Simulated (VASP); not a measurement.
ZnCd3Se3S:

```xyz
8
Lattice="3.1802 1.8361 5.6412 -3.1802 1.8361 5.6412 0.0000 -3.6722 5.6412" Properties=species:S:1:pos:R:3 pbc="T T T"
Zn    0.0000    0.0000    8.4618
Cd    0.0000   -1.8361    2.8206
Cd    1.5901    0.9180    2.8206
Cd   -1.5901    0.9180    2.8206
Se    0.0000    1.8361    5.6412
Se   -1.5901   -0.9180    5.6412
Se    1.5901   -0.9180    5.6412
S     0.0000    0.0000    0.0000
```

The cell was built by a generator and needn't be a form met in nature.

```yaml
Program: VASP 6.6.1
Task: relaxation of cell and atoms
Functional: PBE
Potentials_or_basis: VASP PAW PBE potentials, release 64 (Zn, Cd, Se, S)
Cutoff: 520 eV
k_mesh: 3 × 3 × 3
Occupations: gaussian, width 0.15 eV
Spin: no spin polarisation
```

At the start: pressure -5.1 GPa; volume 24.70 Å³/atom.

Problem. How do energy, volume and symmetry change on relaxing?

Solution. Over 11 steps the energy falls by 174.7 meV/atom and the volume is 22.17 Å³/atom (-10.3 %); space group R-3m (No. 166, to 0.05 Å).

The path:
```tsv
step	energy change (eV)	largest force (eV/Å)	pressure (GPa)	volume (Å³)
1	0.0000	0.0000	-5.11	197.64
2	-0.6146	0.0000	-1.15	175.88
3	-0.6860	0.0000	1.00	168.26
4	-0.6879	0.0000	1.34	166.94
5	-0.9603	0.0000	1.89	165.79
6	-0.7085	0.0000	9.85	160.37
7	-1.1993	0.0000	3.25	164.28
8	-1.2121	0.0000	4.79	163.23
9	-1.3247	0.0000	3.22	169.77
10	-1.3372	0.0000	2.33	173.51
11	-1.3972	0.0000	0.14	177.33
```

Final structure:
```
Zn Cd Se S
1.0
     2.83972    1.63951    6.34803
    -2.83972    1.63951    6.34803
     0.00000   -3.27902    6.34803
Zn Cd Se S
1 3 3 1
Direct
  0.50000 0.50000 0.50000
  0.00000 0.00000 0.50000
  0.50000 0.00000 0.00000
  0.00000 0.50000 0.00000
  0.50000 0.50000 0.00000
  0.00000 0.50000 0.50000
  0.50000 0.00000 0.50000
  0.00000 0.00000 0.00000
```

Caveat: the k mesh is coarse (spacing up to 0.40 Å⁻¹), so the values aren't converged.
